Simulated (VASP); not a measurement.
```
CELL_PARAMETERS angstrom
     -2.76091     2.76091     2.76091
      2.76091    -2.76091     2.76091
      2.76091     2.76091    -2.76091
ATOMIC_POSITIONS crystal
  Rb 0.00000 0.00000 0.00000
```

Method: PBEsol GGA, VASP's PBE PAW potentials (set 64) (plane waves; VASP). Run with 520 eV cut-off, 9×9×9 Γ-centred mesh, first-order Methfessel-Paxton smearing of 0.10 eV, potentials Rb_sv.

Q: Estimate the energy per atom (σ→0), band gap (on the k-mesh) with the smallest direct gap where there is one.

A: 
band gap (on the k-mesh): none (metal, semimetal or under 0.01 eV)
energy per atom (σ→0): -1.026 eV/atom

Total energies compare only between runs with the same potentials, cut-off and functional.

The compound is Rb in the bcc structure. This cell is one point of a volume scan, at 0.97 of the reference volume.
